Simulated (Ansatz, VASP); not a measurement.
# Cross-check of AlGaN2 (alloy, x = 0.5, one random ordering in a cell of 16 atoms (invented)) between VASP and Ansatz, part 3 of 3

Aim: how closely do two programs agree when they are given the same cell, functional and k mesh? The cell is generated by rule, not measured, and may not be a known phase. The cell is taken from a series of runs on this material, whose earlier steps may have relaxed, scaled, displaced or heated it; both programs get it as it stands.

VASP 6.6.1 and Ansatz 0.2.0.

So far: The structure; VASP: relaxation of cell and atoms, r2SCAN, pair 1; Ansatz: relaxation of cell and atoms, r2SCAN, pair 1; Differences.

### Step 5. VASP: relaxation of cell and atoms, r2SCAN, pair 2

Level of this step: r2SCAN; plane waves and PAW (Ga_d, Al, N); invented cell (VASP).

The relaxed volume is the usual yardstick between codes: in a stiff, nearly cubic crystal its relative difference is about their pressure difference at one cell divided by the bulk modulus.

INCAR

```
SYSTEM = AlGaN2
PREC = Accurate
ENCUT = 660
EDIFF = 1E-07
NELM = 120
ISMEAR = 0
SIGMA = 0.01
LREAL = .FALSE.
ALGO = Normal
METAGGA = R2SCAN
LASPH = .TRUE.
NBANDS = 68
LORBIT = 11
LWAVE = .FALSE.
LCHARG = .FALSE.
ISIF = 3
IBRION = 2
NSW = 80
EDIFFG = -0.005
GGA_COMPAT = .FALSE.
NELMIN = 4
EFERMI = MIDGAP
LMIXTAU = .TRUE.
KPAR = 4
```

POSCAR

```
AlGaN2
1.0
   -3.1339820000      3.1340290000      4.4362300000
    3.1339820000     -3.1340290000      4.4362300000
    3.1339820000      3.1340290000     -4.4362300000
Ga Al N
4 4 8
Direct
    0.0002723222      0.0000267119      0.5002456104
    0.4997737944      0.9997737944      0.5000000000
    0.4997739071      0.4997739071      0.0000000000
    0.4997811015      0.5000267119      0.4997543896
    0.0002078341      0.0002078341      0.0000000000
    0.4993584008      0.0000299804      0.9993284204
    0.0007015600      0.5000299804      0.0006715796
    0.0002078341      0.5002078341      0.5000000000
    0.1197434032      0.8695388721      0.2392963638
    0.6221319996      0.8776241313      0.2445078683
    0.1277833687      0.8723517023      0.7554313473
    0.6302425083      0.8804468798      0.7607034767
    0.1197432904      0.3804467671      0.7502043715
    0.6331159907      0.3776240186      0.7554919722
    0.1169203550      0.3723518618      0.2445684931
    0.6302425083      0.3695390316      0.2497956285
```

KPOINTS

```
Automatic mesh
0
Gamma
4 4 4
0 0 0
```

Potentials, in the order of the species: Ga_d, Al and N (PBE family, release 64).

Launch:

```sh
$ mpirun -np 4 vasp_std
```

Numbers of over 12 decimals in the logs are rounded to 6 here.

Log:

```text
[banner, memory and clock lines left out]
running    4 mpi-ranks, on    1 nodes
[...]
[... a notice as in an earlier step ...]

 LDA part: xc-table for (None), standard interpolation
 POSCAR, INCAR and KPOINTS ok, starting setup
[...]
entering main loop
       N       E                     dE             d eps       ncg     rms          rms(c)
DAV:   1     0.135755634772E+04    0.13576E+04   -0.52582E+04  2856   0.276E+03
DAV:   2     0.167892900101E+03   -0.11897E+04   -0.11026E+04  2464   0.810E+02
DAV:   3    -0.167584791894E+03   -0.33548E+03   -0.31641E+03  2976   0.268E+02
DAV:   4    -0.199805556148E+03   -0.32221E+02   -0.31792E+02  2988   0.879E+01
[...]
DAV:  27    -0.164262100344E+03    0.23549E-06   -0.64038E-08  1408   0.165E-03    0.222E-04
DAV:  28    -0.164262100475E+03   -0.13120E-06   -0.84796E-09  1404   0.165E-03    0.168E-04
DAV:  29    -0.164262100482E+03   -0.63592E-08   -0.29259E-09  1384   0.509E-04
   1 F= -.16426210E+03 E0= -.16426210E+03  d E =-.164262E+03
[... from here on, the cycles between the ionic steps are left out ...]
   2 F= -.16426297E+03 E0= -.16426297E+03  d E =-.870935E-03
   3 F= -.16426340E+03 E0= -.16426340E+03  d E =-.129714E-02
   4 F= -.16426340E+03 E0= -.16426340E+03  d E =-.129661E-02
   5 F= -.16426342E+03 E0= -.16426342E+03  d E =-.264409E-04
   6 F= -.16426345E+03 E0= -.16426345E+03  d E =-.538893E-04
[...]
reached required accuracy - stopping structural energy minimisation
```

Parts of OUTCAR (step 5):

```text
  Total       -0.0203738     -0.0176524     -0.0154898      0.0000000      0.0000000      0.0000000
  in kB       -0.1869455     -0.1619743     -0.1421309      0.0000000      0.0000000      0.0000000
  external PRESSURE =      -0.1636836 kB  Pullay stress =       0.0000000 kB

 POSITION                                       TOTAL-FORCE (eV/Angst)
 -----------------------------------------------------------------------------------
      1.56793      1.56961     -2.21912        -0.000000     -0.000391      0.000271
      3.13587      0.00000      4.43675        -0.000000     -0.000000     -0.000770
      0.00000      0.00000      4.43675        -0.000000     -0.000000     -0.000770
      1.56793      1.56642      2.21971        -0.000000      0.000391      0.000271
      0.00000      0.00000      0.00178         0.000000     -0.000000      0.000987
      1.56793      4.69994     -2.21909        -0.000000     -0.001928     -0.000085
      1.56793     -1.56390      2.21974        -0.000000      0.001928     -0.000085
      3.13587      0.00000      0.00178         0.000000     -0.000000      0.000987
      3.09928     -1.60324      3.32902        -0.002131     -0.001510      0.000350
      1.56793     -0.03682      5.57350         0.000000     -0.000314      0.000200
      4.70380      0.03644      1.08464        -0.000000      0.003914     -0.001304
      3.17246      1.60324      3.32902         0.002131      0.001510      0.000350
      3.17246      1.53279     -1.10981         0.002131     -0.001510      0.000350
      1.56793      3.17285      1.13466        -0.000000      0.000314      0.000200
      1.56793     -0.03644      1.08464         0.000000     -0.003914     -0.001304
     -0.03659      1.60324      3.32902        -0.002131      0.001510      0.000350
 -----------------------------------------------------------------------------------
    total drift:                                0.001314      0.000704     -0.004540

  FREE ENERGIE OF THE ION-ELECTRON SYSTEM (eV)
  ---------------------------------------------------
  free  energy   TOTEN  =      -164.2634509840 eV

  energy  without entropy=     -164.2634509840  energy(sigma->0) =     -164.26345098

[... 2 parts as in an earlier step ...]

[... 2 further parts left out ...]
[key lines of the parts left out:]
E-fermi :   7.0771
```

### Step 6. Ansatz: relaxation of cell and atoms, r2SCAN, pair 2

The same cell, functional and mesh now go to Ansatz.

The cell is taken from a series of runs on this material, whose earlier steps may have relaxed, scaled, displaced or heated it; both programs get it as it stands.

input.yaml

```yaml
crystal:
  lattice:
    - [-3.1339816125, 3.1340286874, 4.4362304453]
    - [3.1339816125, -3.1340286874, 4.4362304453]
    - [3.1339816125, 3.1340286874, -4.4362304453]
  atoms:
    - { symbol: Ga, position: [0.0002722738, 2.66989e-05, 0.500245575] }
    - { symbol: Ga, position: [0.4997738015, -0.0002261985, 0.5] }
    - { symbol: Al, position: [0.0002078285, 0.0002078285, 0.0] }
    - { symbol: Al, position: [0.4993584487, 2.99526e-05, -0.0006715039] }
    - { symbol: Al, position: [0.0007014565, 0.5000299526, 0.0006715039] }
    - { symbol: Ga, position: [0.4997738015, 0.4997738015, 0.0] }
    - { symbol: Al, position: [0.0002078285, 0.5002078285, 0.5] }
    - { symbol: Ga, position: [0.4997811239, 0.5000266989, 0.499754425] }
    - { symbol: "N", position: [0.1197433458, 0.8695389124, 0.2392964395] }
    - { symbol: "N", position: [0.6221319162, 0.8776240175, 0.2445078987] }
    - { symbol: "N", position: [0.1277833503, 0.8723518826, 0.7554314677] }
    - { symbol: "N", position: [0.6302424728, 0.8804469062, 0.7607035605] }
    - { symbol: "N", position: [0.1197433458, 0.3804469062, 0.7502044334] }
    - { symbol: "N", position: [0.6331161187, 0.3776240175, 0.7554921013] }
    - { symbol: "N", position: [0.1169204148, 0.3723518826, 0.2445685323] }
    - { symbol: "N", position: [0.6302424728, 0.3695389124, 0.2497955666] }
kpoints:
  mp_grid: { grid: [4, 4, 4] }
hamiltonian:
  xc: r2scan
  pseudopotentials: { kind: paw, azcp: { folder: soft_1 } }
scf:
  occupations: { method: fixed }
output:
  forces: true
  stress: true
  eigenvalues: true
basis:
  ecutwfc: 600.0
relax:
  adjacent_minimum: "off"
  f_tol: 0.001
  max_steps: 60
  cell: { stress_tol: 0.01 }
```

Launch:

```sh
$ ansatz run input.yaml --threads 4 --pin off --max-ram 10240MiB --backend cpu --events-out ev --progress --plain --runs-dir out
```

Log:

```text
[...]
Crystal: 16 atoms, lattice volume = 174.290 Å³
Basis set: ecut = 600 eV, 5817 PW (Γ), exchange–correlation on 216×216×216 points (64 copies of the dense FFT grid, shifted against one another)
Bands: 68, of which v1, the nominal top of the filled ones, is band 52 counted from 1 (51 counted from 0)
Symmetry: 4 space group operations
[...]
- { symbol: N, position: [0.119735, 0.869534, 0.239293] }
    - { symbol: N, position: [0.622134, 0.877618, 0.244515] }
    - { symbol: N, position: [0.127790, 0.872347, 0.755443] }
    - { symbol: N, position: [0.630241, 0.880442, 0.760707] }
    - { symbol: N, position: [0.119735, 0.380442, 0.750201] }
    - { symbol: N, position: [0.633103, 0.377618, 0.755485] }
    - { symbol: N, position: [0.116903, 0.372347, 0.244557] }
    - { symbol: N, position: [0.630241, 0.369534, 0.249799] }
[key lines of the parts left out:]
SCF converged after 4 iterations
Free energy (F): -20419.235746 eV
Fermi energy:    8.202387 eV
P = ⅓ Tr σ = -0.0004 GPa (-0.004 kbar)
```

### Step 7. Side by side

What differs besides the data sets and the points named for the pairs above, as far as they apply: fixed occupations in Ansatz, narrow Gaussian smearing in VASP. Total energies have different zeros and are not compared.

Both answers:

```csv
quantity,Ansatz,VASP,difference
volume (Å³),174.29,174.61,-0.18 %
"edge a after relaxation, in the typed setting (Å)",6.271,6.275,-0.06 %
```

### Step 8. What came out

```
difference in volume (relaxation of cell and atoms, r2SCAN, pair 1) : -0.18 %
difference in volume (relaxation of cell and atoms, r2SCAN, pair 2) : -0.18 %
```

**Reading.** The difference in volume is -0.18 % (relaxation of cell and atoms, r2SCAN, pair 2), within the 1.2 % picked in this series as the mark of a large difference, as far as the stopping tolerances let one tell. How closely two codes agree says nothing of how well the functional describes the real material.

[Lines on the potential files, build, host, timing and source positions are cut from VASP's logs without a mark.]

[Logs are printed without paths, hosts, clocks, repeated set-up lines and the standing remarks that a program may print on its own settings, such as how far it seeks lower states.]

[Hosts, paths, dates, database ids (printed as entryN), source tags and the programs' standing remarks are cut or masked in the printed files.]
